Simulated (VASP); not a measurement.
Level of theory: PBEsol GGA, VASP's PBE PAW potentials (set 64) (plane waves; VASP).

The input files of a VASP run:

**INCAR**
```
SYSTEM = FeSi
PREC = Accurate
ENCUT = 400
EDIFF = 1E-7
NELM = 100
ALGO = Normal
LREAL = .FALSE.
LASPH = .TRUE.
ISMEAR = -5
GGA = PS
LMAXMIX = 4
LWAVE = .FALSE.
LCHARG = .TRUE.
LORBIT = 11
NEDOS = 601
ISIF = 2
LEFG = .TRUE.
```

### POSCAR
```
FeSi
1
    4.4045632652     0.0000000000    -0.0000000000
    0.0000000000     4.4045632652     0.0000000000
   -0.0000000000     0.0000000000     4.4045632652
Fe Si
4 4
Direct
  0.8627417099   0.6372582901   0.3627417099
  0.3627417099   0.8627417099   0.6372582901
  0.1372582901   0.1372582901   0.1372582901
  0.6372582901   0.3627417099   0.8627417099
  0.1588931696   0.3411068304   0.6588931696
  0.6588931696   0.1588931696   0.3411068304
  0.8411068304   0.8411068304   0.8411068304
  0.3411068304   0.6588931696   0.1588931696
```

### KPOINTS
```
Regular mesh
0
gamma
 6 6 6
0 0 0
```

POTCAR, in this order: Fe Si (PBE.64 set). Program: vasp_std.

What VASP printed:

### OSZICAR
```
       N       E                     dE             d eps       ncg     rms          rms(c)
DAV:   1     0.315322232762E+03    0.31532E+03   -0.16946E+04  1392   0.152E+03
DAV:   2    -0.364686847133E+02   -0.35179E+03   -0.34009E+03  1392   0.393E+02
DAV:   3    -0.709581238718E+02   -0.34489E+02   -0.31593E+02  2069   0.131E+02
DAV:   4    -0.722819589806E+02   -0.13238E+01   -0.12998E+01  2064   0.318E+01
DAV:   5    -0.723048398026E+02   -0.22881E-01   -0.22863E-01  2067   0.384E+00    0.346E+01
DAV:   6    -0.766788067489E+02   -0.43740E+01   -0.24224E+02  2083   0.173E+02    0.303E+01
DAV:   7    -0.641573292063E+02    0.12521E+02   -0.92645E+01  2093   0.121E+02    0.961E+00
DAV:   8    -0.639222201371E+02    0.23511E+00   -0.37268E+00  1663   0.160E+01    0.309E+00
DAV:   9    -0.638371586825E+02    0.85061E-01   -0.48235E-01  2203   0.667E+00    0.122E+00
DAV:  10    -0.638263453269E+02    0.10813E-01   -0.16317E-02  1733   0.138E+00    0.444E-01
DAV:  11    -0.638248129017E+02    0.15324E-02   -0.10454E-02  2193   0.121E+00    0.148E-01
DAV:  12    -0.638247375259E+02    0.75376E-04   -0.31322E-04  2177   0.174E-01    0.577E-02
DAV:  13    -0.638247295675E+02    0.79584E-05   -0.65160E-05  2152   0.698E-02    0.177E-02
DAV:  14    -0.638247286702E+02    0.89738E-06   -0.38113E-06  1989   0.207E-02    0.467E-03
DAV:  15    -0.638247287470E+02   -0.76818E-07   -0.10423E-06  1950   0.120E-02    0.151E-03
DAV:  16    -0.638247287310E+02    0.15959E-07   -0.42702E-08   951   0.179E-03
   1 F= -.63824729E+02 E0= -.63824729E+02  d E =0.000000E+00
```

**OUTCAR**
```
------------------------ aborting loop because EDIFF is reached ----------------------------------------
  FORCE on cell =-STRESS in cart. coord.  units (eV):
  Direction    XX          YY          ZZ          XY          YZ          ZX
  --------------------------------------------------------------------------------------
  Total        0.0107594      0.0107594      0.0107594      0.0000000      0.0000000     -0.0000000
  in kB        0.2017399      0.2017399      0.2017399      0.0000000      0.0000000     -0.0000000
  external PRESSURE =       0.2017399 kB  Pullay stress =       0.0000000 kB
  volume of cell :       85.45
      direct lattice vectors                 reciprocal lattice vectors
     4.404563265  0.000000000  0.000000000     0.227037266  0.000000000  0.000000000
     0.000000000  4.404563265  0.000000000     0.000000000  0.227037266  0.000000000
     0.000000000  0.000000000  4.404563265     0.000000000  0.000000000  0.227037266
 POSITION                                       TOTAL-FORCE (eV/Angst)
 -----------------------------------------------------------------------------------
      3.80000      2.80684      1.59772        -0.003182      0.003182     -0.003182
      1.59772      3.80000      2.80684        -0.003182     -0.003182      0.003182
      0.60456      0.60456      0.60456         0.003182      0.003182      0.003182
      2.80684      1.59772      3.80000         0.003182     -0.003182     -0.003182
      0.69986      1.50243      2.90214         0.002558     -0.002558      0.002558
      2.90214      0.69986      1.50243         0.002558      0.002558     -0.002558
      3.70471      3.70471      3.70471        -0.002558     -0.002558     -0.002558
      1.50243      2.90214      0.69986        -0.002558      0.002558      0.002558
 -----------------------------------------------------------------------------------
    total drift:                                0.000002      0.000001     -0.000000
  FREE ENERGIE OF THE ION-ELECTRON SYSTEM (eV)
  ---------------------------------------------------
  free  energy   TOTEN  =       -63.8247287310 eV

  energy  without entropy=      -63.8247287310  energy(sigma->0) =      -63.82472873

 total charge

# of ion       s       p       d       tot
------------------------------------------
    1        0.457   0.680   6.612   7.749
    2        0.457   0.680   6.612   7.749
    3        0.457   0.680   6.612   7.749
    4        0.457   0.680   6.612   7.749
    5        0.737   0.917   0.000   1.654
    6        0.737   0.917   0.000   1.654
    7        0.737   0.917   0.000   1.654
    8        0.737   0.917   0.000   1.654
--------------------------------------------------
tot          4.778   6.387  26.449  37.614
```
(Selected blocks of OUTCAR.)

### OUTCAR
```
 val. band max:        9.9995723833   @ k =   0.1667   0.1667   0.1667

 cond. band min:      10.1544965121   @ k =   0.3333   0.1667   0.1667


 Fermi energy:        10.0090384573

 k-point     1 :       0.0000    0.0000    0.0000
  band No.  band energies     occupation
      1      -3.4727      2.00000
      2       1.9917      2.00000
      3       1.9917      2.00000
      4       1.9917      2.00000
      5       4.8148      2.00000
      6       4.8148      2.00000
      7       4.8148      2.00000
      8       6.4348      2.00000
      9       6.4348      2.00000
     10       6.4348      2.00000
     11       6.9420      2.00000
     12       7.1270      2.00000
     13       7.1270      2.00000
     14       7.4780      2.00000
     15       7.4780      2.00000
     16       7.4780      2.00000
     17       8.0539      2.00000
     18       8.0539      2.00000
     19       8.0539      2.00000
     20       9.7182      2.00000
     21       9.7182      2.00000
     22       9.7182      2.00000
     23       9.9670      2.00000
     24       9.9670      2.00000
     25      10.6837      0.00000
     26      10.6837      0.00000
     27      10.6837      0.00000
     28      13.2013      0.00000
     29      13.2013      0.00000

 k-point     2 :       0.1667    0.0000    0.0000
  band No.  band energies     occupation
      1      -3.2618      2.00000
      2       0.9143      2.00000
      3       2.1131      2.00000
      4       2.7339      2.00000
      5       4.2228      2.00000
      6       4.9419      2.00000
      7       5.4889      2.00000
      8       5.7356      2.00000
      9       6.0066      2.00000
     10       6.8109      2.00000
     11       7.1650      2.00000
     12       7.2164      2.00000
     13       7.3652      2.00000
     14       7.4424      2.00000
     15       7.5169      2.00000
     16       7.5443      2.00000
     17       7.9058      2.00000
     18       8.0104      2.00000
     19       8.3422      2.00000
...
```

The compound is FeSi in the B20 structure. It was relaxed first, which changed the volume by -6 %. The run is not spin-polarised, so no magnetic state was tried.
